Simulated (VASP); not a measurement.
Level of theory: PBE GGA, VASP's PBE PAW potentials (set 64) (plane waves; VASP).

A VASP calculation is set up with these files.

### POSCAR
```
KI
1
    0.0000000000     3.5937350754     3.5937350754
    3.5937350754     0.0000000000     3.5937350754
    3.5937350754     3.5937350754     0.0000000000
K I
1 1
Direct
  0.0000000000   0.0000000000   0.0000000000
  0.5000000000   0.5000000000   0.5000000000
```

File KPOINTS:
```
Automatic mesh
0
Gamma
6 6 6
0 0 0
```

### INCAR
```
LMAXMIX=4
SYSTEM=KI
EDIFF=1E-6   ! SCF stop (eV)
PREC=Accurate
LCHARG=.TRUE.
LREAL=.FALSE.
ISMEAR=0   ! Gaussian
LWAVE=.FALSE.
ALGO=Normal
GGA=PE
LASPH=.TRUE.
SIGMA=0.05   ! width (eV)
NELM=100
ENCUT=520   ! plane-wave cut-off (eV)
```

POTCAR, in this order: K_sv I (PBE.64 set). Program: vasp_std.

What VASP printed:

### OSZICAR
```
       N       E                     dE             d eps       ncg     rms          rms(c)
DAV:   1     0.951532615163E+02    0.95153E+02   -0.66321E+03   384   0.114E+03
DAV:   2     0.719342788447E+00   -0.94434E+02   -0.89183E+02   480   0.243E+02
DAV:   3    -0.530878517440E+01   -0.60281E+01   -0.60045E+01   484   0.582E+01
DAV:   4    -0.565363873068E+01   -0.34485E+00   -0.34434E+00   704   0.120E+01
DAV:   5    -0.565551111612E+01   -0.18724E-02   -0.18723E-02   512   0.800E-01    0.277E+00
DAV:   6    -0.556421974631E+01    0.91291E-01   -0.13289E-01   472   0.220E+00    0.203E+00
DAV:   7    -0.555818269123E+01    0.60371E-02   -0.13645E-01   480   0.205E+00    0.802E-01
DAV:   8    -0.556439166904E+01   -0.62090E-02   -0.14584E-02   492   0.885E-01    0.106E-01
DAV:   9    -0.556497871480E+01   -0.58705E-03   -0.12768E-03   508   0.225E-01    0.682E-02
DAV:  10    -0.556515022350E+01   -0.17151E-03   -0.18726E-04   476   0.960E-02    0.174E-02
DAV:  11    -0.556516709219E+01   -0.16869E-04   -0.35890E-05   476   0.377E-02    0.129E-02
DAV:  12    -0.556516855423E+01   -0.14620E-05   -0.43434E-06   464   0.167E-02    0.101E-02
DAV:  13    -0.556516896713E+01   -0.41289E-06   -0.10239E-06   348   0.668E-03
   1 F= -.55651690E+01 E0= -.55651690E+01  d E =-.646482E-11
```

### OUTCAR
```
------------------------ aborting loop because EDIFF is reached ----------------------------------------
  FORCE on cell =-STRESS in cart. coord.  units (eV):
  Direction    XX          YY          ZZ          XY          YZ          ZX
  --------------------------------------------------------------------------------------
  Total       -0.0016565     -0.0016565     -0.0016565      0.0000000      0.0000000     -0.0000000
  in kB       -0.0285914     -0.0285914     -0.0285914      0.0000000      0.0000000     -0.0000000
  external PRESSURE =      -0.0285914 kB  Pullay stress =       0.0000000 kB
  volume of cell :       92.83
      direct lattice vectors                 reciprocal lattice vectors
     0.000000000  3.593735075  3.593735075    -0.139131013  0.139131013  0.139131013
     3.593735075  0.000000000  3.593735075     0.139131013 -0.139131013  0.139131013
     3.593735075  3.593735075  0.000000000     0.139131013  0.139131013 -0.139131013
  FREE ENERGIE OF THE ION-ELECTRON SYSTEM (eV)
  ---------------------------------------------------
  free  energy   TOTEN  =        -5.5651689671 eV

  energy  without entropy=       -5.5651689671  energy(sigma->0) =       -5.56516897
```
(Selected blocks of OUTCAR.)

**OUTCAR**
```
 val. band max:       -0.6719922764   @ k =   0.0000   0.0000   0.0000

 cond. band min:       3.1753274838   @ k =   0.0000   0.0000   0.0000


 Fermi energy:        -0.4603329149

 k-point     1 :       0.0000    0.0000    0.0000
  band No.  band energies     occupation
      1     -29.2681      2.00000
      2     -12.7495      2.00000
      3     -12.7495      2.00000
      4     -12.7495      2.00000
      5     -11.1010      2.00000
      6      -0.6720      2.00000
      7      -0.6720      2.00000
      8      -0.6720      2.00000
      9       3.1753      0.00000
     10       5.8403      0.00000
     11       5.8403      0.00000
     12       5.8403      0.00000

 k-point     2 :       0.1667    0.0000    0.0000
  band No.  band energies     occupation
      1     -29.2677      2.00000
      2     -12.7786      2.00000
      3     -12.7501      2.00000
      4     -12.7501      2.00000
      5     -11.0452      2.00000
      6      -1.0523      2.00000
      7      -0.7510      2.00000
      8      -0.7510      2.00000
      9       3.7711      0.00000
     10       5.7461      0.00000
     11       6.1168      0.00000
     12       6.1168      0.00000

 k-point     3 :       0.3333    0.0000    0.0000
  band No.  band energies     occupation
      1     -29.2670      2.00000
      2     -12.8321      2.00000
      3     -12.7511      2.00000
      4     -12.7511      2.00000
      5     -10.9365      2.00000
      6      -1.6361      2.00000
      7      -0.8984      2.00000
      8      -0.8984      2.00000
      9       4.5874      0.00000
     10       6.2192      0.00000
     11       6.7798      0.00000
     12       6.7798      0.00000

 k-point     4 :       0.5000    0.0000    0.0000
  band No.  band energies     occupation
      1     -29.2666      2.00000
      2     -12.8570      2.00000
      3     -12.7516      2.00000
      4     -12.7516      2.00000
      5     -10.8833      2.00000
      6      -1.8786      2.00000
...
```

Unless said otherwise, spin-orbit coupling is left out, though it shifts the bands of the heavy elements here.

The compound is KI in the rock salt structure. It was relaxed first, which changed the volume by +5 %.
